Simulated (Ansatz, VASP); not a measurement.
**TeAs2: VASP beside Ansatz**

The input INCAR:

```
PREC = Accurate
ENCUT = 520
EDIFF = 1E-7
ISMEAR = 0
SIGMA = 0.1
LREAL = False
LASPH = True
NELM = 100
ALGO = Normal
ISIF = 2
LWAVE = False
LCHARG = False
GGA = PE
NBANDS = 25
```

Contents of KPOINTS:

```
Automatic mesh
0
Gamma
  1 1 1
```

POSCAR

```
TeAs2
1.0
   -3.5564540000      3.5564540000      2.9405160000
    3.5564540000     -3.5564540000      2.9405160000
    3.5564540000      3.5564540000     -2.9405160000
Te As
2 4
Direct
    0.7500000000      0.2500000000      0.5000000000
    0.0000000000      0.0000000000      0.0000000000
    0.3750000000      0.6250000000      0.2500000000
    0.3750000000      0.1250000000      0.7500000000
    0.3750000000      0.6250000000      0.7500000000
    0.8750000000      0.6250000000      0.2500000000
```

Input for Ansatz:

```yaml
crystal:
  lattice:
    - [-3.556454, 3.556454, 2.940516]
    - [3.556454, -3.556454, 2.940516]
    - [3.556454, 3.556454, -2.940516]
  atoms:
    - { symbol: Te, position: [0.75, 0.25, 0.5] }
    - { symbol: Te, position: [0.0, 0.0, 0.0] }
    - { symbol: As, position: [0.375, 0.625, 0.25] }
    - { symbol: As, position: [0.375, 0.125, 0.75] }
    - { symbol: As, position: [0.375, 0.625, 0.75] }
    - { symbol: As, position: [0.875, 0.625, 0.25] }
basis:
  ecutwfc: 420
kpoints:
  mp_grid: { grid: [1, 1, 1] }
hamiltonian:
  xc: pbe
scf:
  occupations: { method: gaussian, width: 0.1 }
output:
  forces: true
  stress: true
  eigenvalues: true
```

Alike in both runs: task single point; functional PBE; k mesh 1 × 1 × 1; occupations gaussian, width 0.1 eV; no spin polarisation.

|  | VASP | Ansatz |
| --- | --- | --- |
| version | VASP 6.6.1 | Ansatz 0.2.0 |
| potentials or method | VASP PAW PBE potentials, release 64 (Te, As) | scalar-relativistic, plane waves, PAW |
| plane-wave cutoff (eV) | 520 | 420 |
| valence electrons in the cell | 32 | 92 |

```tsv
	VASP	Ansatz	Ansatz less VASP
gap on the k mesh at the Fermi level (eV)	2.10	2.10	+0.004
least direct gap on the mesh (eV)	2.10	2.10	+0.004
pressure (GPa)	-15.3	-15.2	+0.05
largest component of the traceless stress (GPa)	5.82	5.81	-0.007
```

The two sets of potentials don't hold the same shells in valence.

Caveats: the k mesh is coarse (spacing up to 1.39 Å⁻¹), so the values aren't converged; so large a pressure means that the cell lies far from this level's equilibrium, or that cutoff or potentials fall short (VASP); spin-orbit coupling is left out, which moves the levels of the heavy elements; an odd mesh through Γ misses points on the zone boundary, where band edges often lie.
